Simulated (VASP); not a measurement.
Given:

```xyz
2
Lattice="2.9750 0.0000 0.0000 0.0000 2.9750 0.0000 0.0000 0.0000 2.9750" Properties=species:S:1:pos:R:3 pbc="T T T"
Al     1.4875     1.4875     1.4875
Ru     0.0000     0.0000     0.0000
```

Method: PBEsol GGA, VASP's PBE PAW potentials (set 64) (plane waves; VASP 6.6.1). Settings: 480 eV cut-off, 12×12×12 Γ-centred mesh, first-order Methfessel-Paxton smearing of 0.10 eV, potentials Al Ru_pv.

Energy and stress use the plane-wave basis of the starting cell.

**Question.** The ions, cell shape and volume at an external pressure of 15.0 GPa are relaxed. Which structure does the run end with?

**Answer.** 
```xyz
2
Lattice="2.9176 0.0000 0.0000 0.0000 2.9176 0.0000 0.0000 0.0000 2.9176" Properties=species:S:1:pos:R:3 pbc="T T T"
Al     1.4588     1.4588     1.4588
Ru     0.0000     0.0000     0.0000
```
Space group Pm-3m (221), at a tolerance of 0.03 Å.

**Question.** How do energy and volume change from the first to the last step?

**Answer.** The energy (σ→0) changes by +33.5 meV/atom and the volume by -5.7 %, in 4 ionic steps.

The compound is RuAl in the CsCl type structure. This run relaxes it under an external pressure of 15 GPa. Symmetry was kept, so distortions that lower it aren't found. The electron count is odd and the run is not spin-polarised, which forces a metal.
